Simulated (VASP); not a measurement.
An input for Quantum ESPRESSO's pw.x (written as the equivalent of a VASP run, and not itself run):

```
&CONTROL
  calculation = 'scf'
  pseudo_dir = './pseudo'
  outdir = './out'
  tprnfor = .true.
  tstress = .true.
/
&SYSTEM
  ibrav = 0
  nat = 4
  ntyp = 2
  ecutwfc = 70
  occupations = 'smearing'
  smearing = 'gaussian'
  degauss = 0.01999
  input_dft = 'pz'
/
&ELECTRONS
  conv_thr = 7.3e-08
  electron_maxstep = 100
/
ATOMIC_SPECIES
  In 114.818 In.upf
  Bi 208.980 Bi.upf
CELL_PARAMETERS angstrom
     4.8479620    0.0000000    0.0000000
     0.0000000    4.8479620    0.0000000
     0.0000000    0.0000000    5.1554350
ATOMIC_POSITIONS crystal
  In   0.5000000  0.5000000  0.0000000
  In   0.0000000  0.0000000  0.0000000
  Bi   0.5000000  0.0000000  0.3600100
  Bi   0.0000000  0.5000000  0.6399900
K_POINTS automatic
  5 5 5 0 0 0
```

Translate this input to VASP (INCAR, KPOINTS, POSCAR, choice of POTCAR).

One answer among several that fit: 
### POSCAR
```
InBi
1
    4.8479620000     0.0000000000     0.0000000000
    0.0000000000     4.8479620000     0.0000000000
    0.0000000000     0.0000000000     5.1554350000
In Bi
2 2
Direct
  0.5000000000   0.5000000000   0.0000000000
  0.0000000000   0.0000000000   0.0000000000
  0.5000000000   0.0000000000   0.3600100000
  0.0000000000   0.5000000000   0.6399900000
```

### INCAR
```
SYSTEM = InBi
PREC = Accurate
ENCUT = 300
EDIFF = 1E-6
NELM = 100
ALGO = Normal
LREAL = .FALSE.
LASPH = .TRUE.
ISMEAR = 0
SIGMA = 0.272
LMAXMIX = 4
LWAVE = .FALSE.
LCHARG = .FALSE.
ISIF = 2
```

### KPOINTS
```
Automatic mesh
0
Gamma
5 5 5
0 0 0
```

POTCAR, in this order: In_d Bi_d (LDA.64 set). Program: vasp_std.

What does not carry over: the potentials are each code's own (VASP's PAW set, PseudoDojo norm-conserving files in pw.x), so ENCUT and ecutwfc are chosen apart and not converted; conv_thr bounds pw.x's estimated SCF error, while EDIFF bounds the energy change between steps.

The structure comes from a computed database's InBi entry (P4/nmm); how it stands against other phases isn't given here. The cell was not relaxed at this level. The run is one of a series of settings (GGA removed, POTCAR In_d Bi_d (LDA.64 set) against the base run), some of them coarse on purpose.
